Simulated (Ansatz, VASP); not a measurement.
# Cross-check of N between VASP and Ansatz

One calculation is typed for both programs; each brings its own data sets. How far apart do they land? The cell is taken from a series of runs on this material, whose earlier steps may have relaxed, scaled, displaced or heated it; both programs get it as it stands.

Main program and level: Ansatz 0.2.0; plane waves, with VASP 6.6.1 beside it; zone-centre phonons at LDA.

### Step 1. The structure

Symmetry: P4_2/mnm, No. 136, tetragonal system. Conventional cell: a = 3.715 Å, b = 3.715 Å, c = 4.960 Å, α = 90.00°, β = 90.00°, γ = 90.00°. Nearest to N lie 1 N at 1.09 Å.

As a file:

```xyz
4
Lattice="3.7150 0.0000 0.0000 0.0000 3.7150 0.0000 0.0000 0.0000 4.9599" Properties=species:S:1:pos:R:3 pbc="T T T"
N     3.3283    3.3283    0.0000
N     2.2441    1.4709    2.4799
N     0.3866    0.3866    0.0000
N     1.4709    2.2441    2.4799
```

### Step 2. VASP: zone-centre phonons, LDA

Second derivatives magnify differences that forces hide, and they need a tight electronic threshold.

Lines of VASP's logs that name or quote its potential files are left out, and so is its time.

Contents of INCAR:

```
SYSTEM = N
PREC = Accurate
ENCUT = 600
EDIFF = 1E-08
NELM = 120
ISMEAR = -1
SIGMA = 0.1
LREAL = .FALSE.
ALGO = Normal
GGA = CA
NELECT = 19.96
NBANDS = 15
LORBIT = 11
LWAVE = .FALSE.
LCHARG = .FALSE.
ISIF = 2
IBRION = 8
LASPH = .TRUE.
GGA_COMPAT = .FALSE.
KPAR = 2
```

Contents of POSCAR:

```
N
1.0
    3.7149697150      0.0000000000      0.0000000000
    0.0000000000      3.7149697150      0.0000000000
    0.0000000000      0.0000000000      4.9598631909
N
4
Direct
    0.8959258176      0.8959258176      0.0000000000
    0.6040741824      0.3959258176      0.5000000000
    0.1040741824      0.1040741824      0.0000000000
    0.3959258176      0.6040741824      0.5000000000
```

Contents of KPOINTS:

```
Automatic mesh
0
Gamma
10 10 8
0 0 0
```

PAW data sets: N (LDA family, release 64).

Run with:

```sh
$ mpirun -np 2 vasp_std
```

Numbers of over 12 decimals in the logs are rounded to 6 here.

The log of the run:

```text
[banner, memory and clock lines left out]
running    2 mpi-ranks, on    1 nodes
 distrk:  each k-point on    1 cores,    2 groups
 distr:  one band on    1 cores,    1 groups

 POSCAR found type information on POSCAR N
 POSCAR found :  1 types and       4 ions
 LDA part: xc-table for (Slater(with rela. corr.)+CA(PZ))
 , standard interpolation
 POSCAR, INCAR and KPOINTS ok, starting setup
 FFT: planning ... GRIDC
 FFT: planning ... GRID_SOFT
 FFT: planning ... GRID
 WAVECAR not read
 entering main loop
       N       E                     dE             d eps       ncg     rms          rms(c)
DAV:   1     0.942545332459E+02    0.94255E+02   -0.95263E+03  3150   0.121E+03
DAV:   2    -0.308437803397E+02   -0.12510E+03   -0.12121E+03  4311   0.247E+02
DAV:   3    -0.368532092417E+02   -0.60094E+01   -0.59782E+01  3598   0.614E+01
DAV:   4    -0.368937226196E+02   -0.40513E-01   -0.40498E-01  3878   0.586E+00
DAV:   5    -0.368941252432E+02   -0.40262E-03   -0.40262E-03  3752   0.531E-01BRMIX: very serious problems
 the old and the new charge density differ
 old charge density:    20.00000 new   19.96000
BRMIX: very serious problems
 the old and the new charge density differ
 old charge density:    20.00000 new   19.96000
    0.112E+01
DAV:   6    -0.354015573992E+02    0.14926E+01   -0.20707E+00  3150   0.109E+01    0.636E+00
DAV:   7    -0.350513910019E+02    0.35017E+00   -0.11719E+00  3738   0.841E+00    0.176E+00
DAV:   8    -0.350388759950E+02    0.12515E-01   -0.87297E-02  3325   0.218E+00    0.279E-01
DAV:   9    -0.350384822612E+02    0.39373E-03   -0.46723E-03  3717   0.520E-01    0.129E-01
DAV:  10    -0.350384461779E+02    0.36083E-04   -0.73000E-04  3381   0.204E-01    0.424E-02
DAV:  11    -0.350384267571E+02    0.19421E-04   -0.44383E-05  3850   0.571E-02    0.492E-03
DAV:  12    -0.350384267260E+02    0.31083E-07   -0.40673E-06  3822   0.158E-02    0.624E-03
DAV:  13    -0.350384267416E+02   -0.15563E-07   -0.21828E-07  3829   0.413E-03    0.689E-04
DAV:  14    -0.350384267426E+02   -0.99499E-09   -0.12960E-08  2772   0.880E-04
   1 F= -.35038427E+02 E0= -.35029061E+02  d E =-.187317E-01
 Linear response reoptimize wavefunctions to high precision
DAV:   1    -0.350384267425E+02    0.13802E-09   -0.12992E-09  2800   0.314E-04
DAV:   2    -0.350384267425E+02   -0.30241E-10   -0.95022E-11  1757   0.916E-05
 Linear response DOF=           2
 Linear response progress:
  Degree of freedom:   1/  2
       N       E                     dE             d eps       ncg     rms          rms(c)
RMM:   1    -0.299497438901E+00   -0.29950E+00   -0.33310E-01 18583   0.398E+00
RMM:   2    -0.230175481521E+00    0.69322E-01   -0.52582E-03 11997   0.843E-01    0.465E-01
RMM:   3    -0.228139953070E+00    0.20355E-02   -0.31196E-03 12136   0.527E-01    0.219E-01
RMM:   4    -0.228959431468E+00   -0.81948E-03   -0.30529E-04 12335   0.175E-01    0.105E-01
RMM:   5    -0.229516786685E+00   -0.55736E-03   -0.29210E-04 12502   0.753E-02    0.329E-02
RMM:   6    -0.229566358140E+00   -0.49571E-04   -0.67212E-05 12475   0.197E-02    0.120E-02
RMM:   7    -0.229557191182E+00    0.91670E-05   -0.89425E-05 12611   0.112E-02    0.175E-03
RMM:   8    -0.229538671888E+00    0.18519E-04   -0.85796E-06 13060   0.242E-03    0.511E-04
RMM:   9    -0.229537835516E+00    0.83637E-06    0.29847E-06 13033   0.563E-04    0.198E-04
RMM:  10    -0.229538869944E+00   -0.10344E-05    0.47029E-08 13176   0.179E-04    0.316E-05
RMM:  11    -0.229538937089E+00   -0.67145E-07   -0.26863E-07 13395   0.412E-05    0.137E-05
RMM:  12    -0.229538882525E+00    0.54564E-07   -0.49700E-08 13515   0.144E-05    0.523E-06
RMM:  13    -0.229538854261E+00    0.28265E-07    0.25072E-08 13395   0.656E-06    0.180E-06
RMM:  14    -0.229538860330E+00   -0.60692E-08    0.88615E-09 10413   0.229E-06    0.496E-07
 first order change of Fermi-energy  -0.72057E+00
 force on displaced ion       1 direction 1 : -82.228 -83.130   0.000
 Linear response progress:
  Degree of freedom:   2/  2
       N       E                     dE             d eps       ncg     rms          rms(c)
RMM:   1    -0.222314620774E+00   -0.22231E+00    0.62947E-02 12679   0.318E+00
RMM:   2    -0.223494369665E+00   -0.11797E-02   -0.30588E-03 10465   0.447E-01    0.298E-01
RMM:   3    -0.223977319858E+00   -0.48295E-03   -0.43128E-04  9106   0.154E-01    0.155E-01
RMM:   4    -0.224969826610E+00   -0.99251E-03   -0.27559E-04  9813   0.125E-01    0.267E-02
RMM:   5    -0.224796615789E+00    0.17321E-03   -0.92114E-06 11022   0.208E-02    0.339E-03
RMM:   6    -0.224786854551E+00    0.97612E-05   -0.27444E-07 11429   0.339E-03    0.899E-04
RMM:   7    -0.224781169823E+00    0.56847E-05   -0.25541E-08 11184   0.641E-04    0.310E-04
RMM:   8    -0.224781634551E+00   -0.46473E-06    0.39081E-11 11332   0.273E-04    0.651E-05
RMM:   9    -0.224781653271E+00   -0.18721E-07    0.11431E-09 11595   0.755E-05    0.282E-05
RMM:  10    -0.224781669125E+00   -0.15854E-07    0.27752E-10 11497   0.301E-05    0.922E-06
RMM:  11    -0.224781758057E+00   -0.88932E-07   -0.26656E-10 11472   0.120E-05    0.236E-06
RMM:  12    -0.224781758541E+00   -0.48371E-09   -0.28186E-10 10107   0.365E-06    0.509E-07
 first order change of Fermi-energy   0.72092E-05
 force on displaced ion       1 direction 3 :  -0.001  -0.001   1.166
 Linear response finished
```

Parts of OUTCAR (step 2):

```text
NELECT = 19.96

 ion  position               nearest neighbor table
   1  0.896  0.896  0.000-   3 1.09
   2  0.604  0.396  0.500-   4 1.09
   3  0.104  0.104  0.000-   1 1.09
   4  0.396  0.604  0.500-   2 1.09

  LATTYP: Found a simple tetragonal cell.
 ALAT       =     3.7149697150
 C/A-ratio  =     1.3351019178

 Subroutine GETGRP returns: Found 16 space group operations
 (whereof  8 operations were pure point group operations)

The static configuration has the point symmetry D_2h.
 The point group associated with its full space group is D_4h.

 Found    105 irreducible k-points:

   k-points           NKPTS =    105   k-points in BZ     NKDIM =    105   number of bands    NBANDS=     15

   dimension x,y,z NGX =    30 NGY =   30 NGZ =   40
   dimension x,y,z NGXF=    60 NGYF=   60 NGZF=   80

   ENCUT  =  600.0 eV  44.10 Ry    6.64 a.u.   7.42  7.42  9.91*2*pi/ulx,y,z

 k-points in reciprocal lattice and weights: Automatic mesh
   0.00000000  0.00000000  0.00000000       0.001
   0.10000000  0.00000000  0.00000000       0.005
   0.20000000  0.00000000  0.00000000       0.005
   0.30000000  0.00000000  0.00000000       0.005
   0.40000000  0.00000000  0.00000000       0.005
   0.50000000  0.00000000  0.00000000       0.003
   0.10000000  0.10000000  0.00000000       0.005
   0.20000000  0.10000000  0.00000000       0.010
   0.30000000  0.10000000  0.00000000       0.010
[...]
0.50000000  0.40000000  0.50000000       0.005
   0.50000000  0.50000000  0.50000000       0.001

 average (electrostatic) potential at core
       1 -71.5718       2 -71.5718       3 -71.5718       4 -71.5718

  Total        1.3851021      1.3851021     -0.2718483      0.0000000      0.0000000      0.0000000
  in kB       32.4199325     32.4199325     -6.3629280      0.0000000      0.0000000      0.0000000
  external PRESSURE =      19.4923123 kB  Pullay stress =       0.0000000 kB

  energy-cutoff  :      600.00
  volume of cell :       68.45
      direct lattice vectors                 reciprocal lattice vectors
     3.714969715  0.000000000  0.000000000     0.269181198  0.000000000  0.000000000
     0.000000000  3.714969715  0.000000000     0.000000000  0.269181198  0.000000000
     0.000000000  0.000000000  4.959863191     0.000000000  0.000000000  0.201618464

 POSITION                                       TOTAL-FORCE (eV/Angst)
 -----------------------------------------------------------------------------------
      3.32834      3.32834      0.00000        -1.101379     -1.101379      0.000000
      2.24412      1.47085      2.47993         1.101379     -1.101379      0.000000
      0.38663      0.38663      0.00000         1.101379      1.101379     -0.000000
      1.47085      2.24412      2.47993        -1.101379      1.101379      0.000000
 -----------------------------------------------------------------------------------
    total drift:                                0.000000      0.000000     -0.000000

 Eigenvectors and eigenvalues of the dynamical matrix
 ----------------------------------------------------

   1 f  =   76.290534 THz   479.347561 2PiTHz 2544.778288 cm-1   315.512154 meV
             X         Y         Z           dx          dy          dz
      3.328337  3.328337  0.000000    -0.353553   -0.353553   -0.000000
      2.244117  1.470852  2.479932    -0.353553    0.353553    0.000000
      0.386632  0.386632  0.000000     0.353553    0.353553    0.000000
      1.470852  2.244117  2.479932     0.353553   -0.353553    0.000000

   2 f  =   75.645547 THz   475.294988 2PiTHz 2523.263837 cm-1   312.844703 meV
             X         Y         Z           dx          dy          dz
      3.328337  3.328337  0.000000    -0.353553   -0.353553    0.000000
      2.244117  1.470852  2.479932     0.353553   -0.353553    0.000000
      0.386632  0.386632  0.000000     0.353553    0.353553   -0.000000
      1.470852  2.244117  2.479932    -0.353553    0.353553    0.000000

   3 f  =    3.423533 THz    21.510689 2PiTHz  114.196753 cm-1    14.158587 meV
             X         Y         Z           dx          dy          dz
      3.328337  3.328337  0.000000     0.000000    0.000000    0.500000
      2.244117  1.470852  2.479932    -0.000000   -0.000000   -0.500000
      0.386632  0.386632  0.000000     0.000000    0.000000    0.500000
      1.470852  2.244117  2.479932    -0.000000   -0.000000   -0.500000

   4 f  =    1.821502 THz    11.444837 2PiTHz   60.758781 cm-1     7.533125 meV
             X         Y         Z           dx          dy          dz
      3.328337  3.328337  0.000000     0.477420   -0.133670    0.000000
      2.244117  1.470852  2.479932    -0.481801    0.148560    0.000000
      0.386632  0.386632  0.000000     0.477420   -0.133670    0.000000
      1.470852  2.244117  2.479932    -0.481801    0.148560    0.000000

   5 f  =    1.821502 THz    11.444837 2PiTHz   60.758781 cm-1     7.533125 meV
             X         Y         Z           dx          dy          dz
      3.328337  3.328337  0.000000    -0.148560   -0.481801   -0.000000
      2.244117  1.470852  2.479932     0.133670    0.477420   -0.000000
      0.386632  0.386632  0.000000    -0.148560   -0.481801   -0.000000
      1.470852  2.244117  2.479932     0.133670    0.477420   -0.000000

   6 f/i=    0.000001 THz     0.000004 2PiTHz    0.000021 cm-1     0.000003 meV
             X         Y         Z           dx          dy          dz
      3.328337  3.328337  0.000000     0.000000    0.000000   -0.500000
      2.244117  1.470852  2.479932     0.000000    0.000000   -0.500000
      0.386632  0.386632  0.000000     0.000000    0.000000   -0.500000
      1.470852  2.244117  2.479932     0.000000    0.000000   -0.500000

   7 f/i=    0.028277 THz     0.177667 2PiTHz    0.943207 cm-1     0.116943 meV
             X         Y         Z           dx          dy          dz
      3.328337  3.328337  0.000000    -0.370595    0.346989    0.000000
      2.244117  1.470852  2.479932    -0.359998    0.335648    0.000000
      0.386632  0.386632  0.000000    -0.370595    0.346989    0.000000
      1.470852  2.244117  2.479932    -0.359998    0.335648    0.000000

   8 f/i=    0.028277 THz     0.177667 2PiTHz    0.943207 cm-1     0.116943 meV
             X         Y         Z           dx          dy          dz
      3.328337  3.328337  0.000000     0.335648    0.359998    0.000000
      2.244117  1.470852  2.479932     0.346989    0.370595    0.000000
      0.386632  0.386632  0.000000     0.335648    0.359998    0.000000
      1.470852  2.244117  2.479932     0.346989    0.370595    0.000000

   9 f/i=    5.574206 THz    35.023771 2PiTHz  185.935508 cm-1    23.053054 meV
             X         Y         Z           dx          dy          dz
      3.328337  3.328337  0.000000     0.353553   -0.353553   -0.000000
      2.244117  1.470852  2.479932     0.353553    0.353553    0.000000
      0.386632  0.386632  0.000000    -0.353553    0.353553    0.000000
      1.470852  2.244117  2.479932    -0.353553   -0.353553   -0.000000

  10 f/i=    5.926495 THz    37.237265 2PiTHz  197.686588 cm-1    24.510002 meV
             X         Y         Z           dx          dy          dz
      3.328337  3.328337  0.000000     0.353553   -0.353553   -0.000000
      2.244117  1.470852  2.479932    -0.353553   -0.353553   -0.000000
      0.386632  0.386632  0.000000    -0.353553    0.353553    0.000000
      1.470852  2.244117  2.479932     0.353553    0.353553    0.000000

  11 f/i=    6.823108 THz    42.870852 2PiTHz  227.594386 cm-1    28.218095 meV
             X         Y         Z           dx          dy          dz
      3.328337  3.328337  0.000000    -0.000000    0.000000   -0.707107
      2.244117  1.470852  2.479932    -0.000000   -0.000000   -0.000000
      0.386632  0.386632  0.000000     0.000000   -0.000000    0.707107
      1.470852  2.244117  2.479932    -0.000000   -0.000000    0.000000

  12 f/i=    6.823108 THz    42.870852 2PiTHz  227.594386 cm-1    28.218095 meV
             X         Y         Z           dx          dy          dz
      3.328337  3.328337  0.000000    -0.000000    0.000000    0.000000
      2.244117  1.470852  2.479932     0.000000   -0.000000   -0.707107
      0.386632  0.386632  0.000000     0.000000   -0.000000   -0.000000
      1.470852  2.244117  2.479932    -0.000000   -0.000000    0.707107

 ELASTIC MODULI CONTR FROM IONIC RELAXATION (kBar)
 Direction    XX          YY          ZZ          XY          YZ          ZX
 --------------------------------------------------------------------------------
 XX       -2246.3456  -2246.3456      9.6519      0.0000     -0.0000     -0.0000
 YY       -2246.3456  -2246.3456      9.6519     -0.0000     -0.0000     -0.0000
 ZZ           9.6519      9.6519     -0.0415      0.0000      0.0000      0.0000
 XY          -0.0000      0.0000     -0.0000  -2218.9752      0.0000      0.0000
 YZ          -0.0000     -0.0000      0.0000      0.0000     -0.0000      0.0000
 ZX          -0.0000     -0.0000      0.0000      0.0000      0.0000      0.0000
 --------------------------------------------------------------------------------
```

The cell is charged against a uniform background.

(Part 1 of 2 ends here.)

[Lines on the potential files, build, host, timing and source positions are cut from VASP's logs without a mark.]

[Logs are printed without paths, hosts, clocks, repeated set-up lines and the standing remarks that a program may print on its own settings, such as how far it seeks lower states.]

[Hosts, paths, dates, database ids (printed as entryN), source tags and the programs' standing remarks are cut or masked in the printed files.]
